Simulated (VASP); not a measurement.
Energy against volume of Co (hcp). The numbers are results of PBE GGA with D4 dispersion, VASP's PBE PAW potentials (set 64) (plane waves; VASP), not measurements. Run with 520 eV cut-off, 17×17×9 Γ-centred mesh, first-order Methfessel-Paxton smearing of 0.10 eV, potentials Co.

Shape and ions are relaxed at each volume.

| V (Å³/atom) | E (eV/atom) |
|---|---|
| 10.217 | -7.46307 |
| 10.533 | -7.47032 |
| 10.849 | -7.46391 |
| 11.165 | -7.44615 |

Task: Fit these four points and predict the energy of the run at 9.901 Å³/atom.

Result: A cubic in V^(−2/3), the third-order Birch-Murnaghan form, passes through the four points with V0 = 10.53 Å³/atom and B0 = 230 GPa, and gives -7.4394 eV/atom there. The run gave -7.4395 eV/atom, -0.1 meV/atom from the fit; all five points give B0 = 230 GPa.

The compound is Co in the hcp structure. It was relaxed first, which changed the volume by -5 %.
